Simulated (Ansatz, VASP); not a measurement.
# BaZrO3 in two plane-wave programs, part 3 of 3

Wanted: the spread between two codes on one cell, functional and k mesh. The cell is taken from a series of runs on this material, whose earlier steps may have relaxed, scaled, displaced or heated it; both programs get it as it stands.

VASP 6.6.1 and Ansatz 0.2.0.

So far: The starting structure; Ansatz: zone-centre phonons, LDA; VASP: zone-centre phonons, LDA.

### 3. VASP: zone-centre phonons, LDA (continued)

Level of this step: LDA; plane waves and PAW (O, Zr_sv, Ba_sv) (VASP).

Numbers of over 12 decimals in the logs are rounded to 6 here.

From OUTCAR (step 3):

```text
ion  position               nearest neighbor table
   1  0.000  0.500  0.500-   4 2.10   4 2.10   5 2.97   5 2.97   5 2.97   5 2.97
   2  0.500  0.000  0.500-   4 2.10   4 2.10   5 2.97   5 2.97   5 2.97   5 2.97
   3  0.500  0.500  0.000-   4 2.10   4 2.10   5 2.97   5 2.97   5 2.97   5 2.97
   4  0.500  0.500  0.500-   1 2.10   2 2.10   3 2.10   3 2.10   2 2.10   1 2.10   5 3.64   5 3.64
                             5 3.64   5 3.64   5 3.64   5 3.64   5 3.64   5 3.64
   5  0.000  0.000  0.000-   1 2.97   2 2.97   3 2.97   1 2.97   2 2.97   1 2.97   3 2.97   1 2.97
                             2 2.97   3 2.97   2 2.97   3 2.97   4 3.64   4 3.64   4 3.64   4 3.64

  LATTYP: Found a simple cubic cell.
 ALAT       =     4.2020976597

 Subroutine GETGRP returns: Found 48 space group operations
 (whereof 48 operations were pure point group operations)

The static configuration has the point symmetry O_h .

 Found     35 irreducible k-points:

   k-points           NKPTS =     35   k-points in BZ     NKDIM =     35   number of bands    NBANDS=     26

   dimension x,y,z NGX =    36 NGY =   36 NGZ =   36
   dimension x,y,z NGXF=    72 NGYF=   72 NGZF=   72

   ENCUT  =  600.0 eV  44.10 Ry    6.64 a.u.   8.39  8.39  8.39*2*pi/ulx,y,z

   NELECT =      40.0000    total number of electrons

 k-points in reciprocal lattice and weights: Automatic mesh
   0.00000000  0.00000000  0.00000000       0.002
   0.12500000  0.00000000  0.00000000       0.012
   0.25000000  0.00000000  0.00000000       0.012
   0.37500000  0.00000000  0.00000000       0.012
   0.50000000  0.00000000  0.00000000       0.006
   0.12500000  0.12500000  0.00000000       0.023
   0.25000000  0.12500000  0.00000000       0.047
   0.37500000  0.12500000  0.00000000       0.047
   0.50000000  0.12500000  0.00000000       0.023
[...]
0.50000000  0.50000000  0.37500000       0.012
   0.50000000  0.50000000  0.50000000       0.002

 average (electrostatic) potential at core
       1 -70.5914       2 -70.5914       3 -70.5914       4 -78.1316       5 -33.0264

  Total       -2.3989901     -2.3989901     -2.3989901     -0.0000000      0.0000000      0.0000000
[...]
2     0.00000     6.10971    -0.00000
    3    -0.00000    -0.00000     6.10971
 ion    5
    1     2.71804    -0.00000    -0.00000
    2     0.00000     2.71804     0.00000
    3     0.00000     0.00000     2.71804

 Eigenvectors and eigenvalues of the dynamical matrix
 ----------------------------------------------------

   1 f  =   14.459944 THz    90.854510 2PiTHz  482.331828 cm-1    59.801498 meV
             X         Y         Z           dx          dy          dz
      0.000000  2.101049  2.101049     0.632679   -0.203143    0.000000
      2.101049  0.000000  2.101049    -0.196410    0.654367   -0.000000
      2.101049  2.101049  0.000000    -0.196410   -0.203143   -0.000000
      2.101049  2.101049  2.101049    -0.071921   -0.074386    0.000000
      0.000000  0.000000  0.000000    -0.023336   -0.024136    0.000000

   2 f  =   14.459944 THz    90.854510 2PiTHz  482.331828 cm-1    59.801498 meV
             X         Y         Z           dx          dy          dz
      0.000000  2.101049  2.101049    -0.654367   -0.196410   -0.000000
      2.101049  0.000000  2.101049     0.203143    0.632679   -0.000000
      2.101049  2.101049  0.000000     0.203143   -0.196410    0.000000
      2.101049  2.101049  2.101049     0.074386   -0.071921   -0.000000
      0.000000  0.000000  0.000000     0.024136   -0.023336   -0.000000

   3 f  =   14.459944 THz    90.854510 2PiTHz  482.331828 cm-1    59.801498 meV
             X         Y         Z           dx          dy          dz
      0.000000  2.101049  2.101049    -0.000000   -0.000000    0.282566
      2.101049  0.000000  2.101049     0.000000    0.000000    0.282566
      2.101049  2.101049  0.000000     0.000000   -0.000000   -0.910208
      2.101049  2.101049  2.101049     0.000000   -0.000000    0.103470
      0.000000  0.000000  0.000000    -0.000000    0.000000    0.033573

   4 f  =    5.767856 THz    36.240505 2PiTHz  192.394952 cm-1    23.853923 meV
             X         Y         Z           dx          dy          dz
      0.000000  2.101049  2.101049    -0.126731   -0.296453   -0.023224
      2.101049  0.000000  2.101049    -0.288281   -0.130324   -0.023224
      2.101049  2.101049  0.000000    -0.288281   -0.296453   -0.010210
      2.101049  2.101049  2.101049     0.518754    0.533459    0.041791
      0.000000  0.000000  0.000000    -0.181990   -0.187149   -0.014661

   5 f  =    5.767856 THz    36.240505 2PiTHz  192.394952 cm-1    23.853923 meV
             X         Y         Z           dx          dy          dz
      0.000000  2.101049  2.101049     0.006619    0.017752   -0.413507
      2.101049  0.000000  2.101049     0.015057    0.007804   -0.413507
      2.101049  2.101049  0.000000     0.015057    0.017752   -0.181782
      2.101049  2.101049  2.101049    -0.027094   -0.031945    0.744094
      0.000000  0.000000  0.000000     0.009505    0.011207   -0.261045

   6 f  =    5.767856 THz    36.240505 2PiTHz  192.394952 cm-1    23.853923 meV
             X         Y         Z           dx          dy          dz
      0.000000  2.101049  2.101049    -0.130555    0.288670    0.001579
      2.101049  0.000000  2.101049    -0.296980    0.126902    0.001579
      2.101049  2.101049  0.000000    -0.296980    0.288670    0.000694
      2.101049  2.101049  2.101049     0.534407   -0.519453   -0.002841
      0.000000  0.000000  0.000000    -0.187482    0.182236    0.000997

   7 f  =    5.605740 THz    35.221905 2PiTHz  186.987368 cm-1    23.183469 meV
             X         Y         Z           dx          dy          dz
      0.000000  2.101049  2.101049     0.000000   -0.490322    0.106654
      2.101049  0.000000  2.101049     0.498206   -0.000000   -0.106654
      2.101049  2.101049  0.000000    -0.498206    0.490322   -0.000000
      2.101049  2.101049  2.101049    -0.000000    0.000000    0.000000
      0.000000  0.000000  0.000000     0.000000   -0.000000   -0.000000

   8 f  =    5.605740 THz    35.221905 2PiTHz  186.987368 cm-1    23.183469 meV
             X         Y         Z           dx          dy          dz
      0.000000  2.101049  2.101049     0.000000   -0.260072   -0.646967
      2.101049  0.000000  2.101049    -0.117456   -0.000000    0.646967
      2.101049  2.101049  0.000000     0.117456    0.260072    0.000000
      2.101049  2.101049  2.101049    -0.000000    0.000000   -0.000000
      0.000000  0.000000  0.000000     0.000000   -0.000000    0.000000

   9 f  =    5.605740 THz    35.221905 2PiTHz  186.987368 cm-1    23.183469 meV
             X         Y         Z           dx          dy          dz
      0.000000  2.101049  2.101049    -0.000000   -0.438118    0.264685
      2.101049  0.000000  2.101049    -0.487847   -0.000000   -0.264685
      2.101049  2.101049  0.000000     0.487847    0.438118    0.000000
      2.101049  2.101049  2.101049     0.000000    0.000000    0.000000
      0.000000  0.000000  0.000000    -0.000000   -0.000000    0.000000

  10 f  =    2.749308 THz    17.274411 2PiTHz   91.707039 cm-1    11.370219 meV
             X         Y         Z           dx          dy          dz
      0.000000  2.101049  2.101049     0.016099    0.005130    0.436128
      2.101049  0.000000  2.101049     0.024781    0.003333    0.436128
      2.101049  2.101049  0.000000     0.024781    0.005130    0.283344
      2.101049  2.101049  2.101049     0.018385    0.003806    0.323567
      0.000000  0.000000  0.000000    -0.037313   -0.007724   -0.656696

  11 f  =    2.749308 THz    17.274411 2PiTHz   91.707039 cm-1    11.370219 meV
             X         Y         Z           dx          dy          dz
      0.000000  2.101049  2.101049     0.059759    0.426946   -0.010248
      2.101049  0.000000  2.101049     0.091982    0.277378   -0.010248
      2.101049  2.101049  0.000000     0.091982    0.426946   -0.006658
      2.101049  2.101049  2.101049     0.068242    0.316754   -0.007603
      0.000000  0.000000  0.000000    -0.138501   -0.642869    0.015431

  12 f  =    2.749308 THz    17.274411 2PiTHz   91.707039 cm-1    11.370219 meV
             X         Y         Z           dx          dy          dz
      0.000000  2.101049  2.101049     0.276991   -0.092409   -0.023138
      2.101049  0.000000  2.101049     0.426349   -0.060036   -0.023138
      2.101049  2.101049  0.000000     0.426349   -0.092409   -0.015032
      2.101049  2.101049  2.101049     0.316311   -0.068559   -0.017166
      0.000000  0.000000  0.000000    -0.641971    0.139144    0.034840

  13 f/i=    0.005378 THz     0.033791 2PiTHz    0.179391 cm-1     0.022242 meV
             X         Y         Z           dx          dy          dz
      0.000000  2.101049  2.101049     0.108150   -0.214684   -0.000570
      2.101049  0.000000  2.101049     0.108114   -0.214756   -0.000570
      2.101049  2.101049  0.000000     0.108114   -0.214684   -0.000570
      2.101049  2.101049  2.101049     0.257915   -0.512146   -0.001360
      0.000000  0.000000  0.000000     0.317345   -0.630159   -0.001673

  14 f/i=    0.005378 THz     0.033791 2PiTHz    0.179391 cm-1     0.022242 meV
             X         Y         Z           dx          dy          dz
      0.000000  2.101049  2.101049     0.178988    0.090459   -0.132590
      2.101049  0.000000  2.101049     0.178927    0.090490   -0.132590
      2.101049  2.101049  0.000000     0.178927    0.090459   -0.132635
      2.101049  2.101049  2.101049     0.426846    0.215798   -0.316305
      0.000000  0.000000  0.000000     0.525204    0.265524   -0.389191

  15 f/i=    0.005378 THz     0.033791 2PiTHz    0.179391 cm-1     0.022242 meV
             X         Y         Z           dx          dy          dz
      0.000000  2.101049  2.101049    -0.118676   -0.059212   -0.200493
      2.101049  0.000000  2.101049    -0.118636   -0.059232   -0.200493
      2.101049  2.101049  0.000000    -0.118636   -0.059212   -0.200561
      2.101049  2.101049  2.101049    -0.283016   -0.141256   -0.478293
      0.000000  0.000000  0.000000    -0.348230   -0.173805   -0.588506

 MACROSCOPIC STATIC DIELECTRIC TENSOR IONIC CONTRIBUTION
 ------------------------------------------------------
          63.466464     0.000000     0.000000
           0.000000    63.466464    -0.000000
           0.000000    -0.000000    63.466464
 ------------------------------------------------------

 ELASTIC MODULI CONTR FROM IONIC RELAXATION (kBar)
 Direction    XX          YY          ZZ          XY          YZ          ZX
 --------------------------------------------------------------------------------
 XX           0.0000      0.0000      0.0000      0.0000      0.0000      0.0000
 YY           0.0000      0.0000      0.0000      0.0000      0.0000      0.0000
 ZZ           0.0000      0.0000      0.0000      0.0000      0.0000      0.0000
 XY           0.0000      0.0000      0.0000      0.0000      0.0000      0.0000
 YZ           0.0000      0.0000      0.0000      0.0000      0.0000      0.0000
 ZX           0.0000      0.0000      0.0000      0.0000      0.0000      0.0000
 --------------------------------------------------------------------------------

 PIEZOELECTRIC TENSOR IONIC CONTR  for field in x, y, z        (C/m^2)
          XX          YY          ZZ          XY          YZ          ZX
  --------------------------------------------------------------------------------
  x     0.00000     0.00000     0.00000     0.00000     0.00000     0.00000
  y     0.00000     0.00000     0.00000     0.00000     0.00000     0.00000
  z     0.00000     0.00000     0.00000     0.00000     0.00000     0.00000
```

Harder data sets than Ba_sv exist (the GW ones), and pressures, volumes and forces can shift noticeably with them.

### 4. Comparison

Known differences besides the potentials themselves: the two LDA forms differ slightly; fixed occupations in Ansatz, narrow Gaussian smearing in VASP; the cutoff is 420 eV in Ansatz and 600 eV in VASP; VASP's log shows a relativistic correction to its local exchange, Ansatz's none. Total energies have different zeros and are not compared.

Both answers:

```tsv
quantity	Ansatz	VASP	difference
ε∞ xx	4.91	4.93	-0.39 %
ε∞ yy	4.91	4.93	-0.39 %
ε∞ zz	4.91	4.93	-0.39 %
Born charge of O1 (mean of the diagonal) (e)	-2.94	-2.94	0.00
Born charge of Zr4 (mean of the diagonal) (e)	6.10	6.11	-0.01
Born charge of Ba5 (mean of the diagonal) (e)	2.73	2.72	+0.01
optical mode 1 to 3 (cm⁻¹)	73.8	91.7	-19.54 %
optical mode 4 to 6 (cm⁻¹)	178.5	187.0	-4.55 %
optical mode 7 to 9 (cm⁻¹)	186.3	192.4	-3.14 %
optical mode 10 to 12 (cm⁻¹)	473.7	482.3	-1.80 %
```

Modes are paired by rising frequency, not by their patterns, so a pair may set unlike modes beside each other; they are those without the splitting of longitudinal modes.

### 5. Outcome

```yaml
r_m_s_difference_of_the_optical_zone_centre_modes_each_program_s_sorted_by_frequency_zone_centre_phonons_lda: 11 cm⁻¹
difference_in_optical_mode_1_to_3_zone_centre_phonons_lda: -19.5 %
```

What this shows: The r.m.s. difference of the optical zone-centre modes, each program's sorted by frequency is 11 cm⁻¹ (zone-centre phonons, LDA). Among the rows given in per cent, the largest difference of the zone-centre phonons, LDA pair is in optical mode 1 to 3, -19.5 %. What causes the difference of the zone-centre phonons, LDA pair stays open here. Such differences can come from data sets, numerical settings and the points named under the comparisons, not from the functional's error against experiment.

[Lines on the potential files, build, host, timing and source positions are cut from VASP's logs without a mark.]

[Logs are printed without paths, hosts, clocks, repeated set-up lines and the standing remarks that a program may print on its own settings, such as how far it seeks lower states.]

[Hosts, paths, dates, database ids (printed as entryN), source tags and the programs' standing remarks are cut or masked in the printed files.]
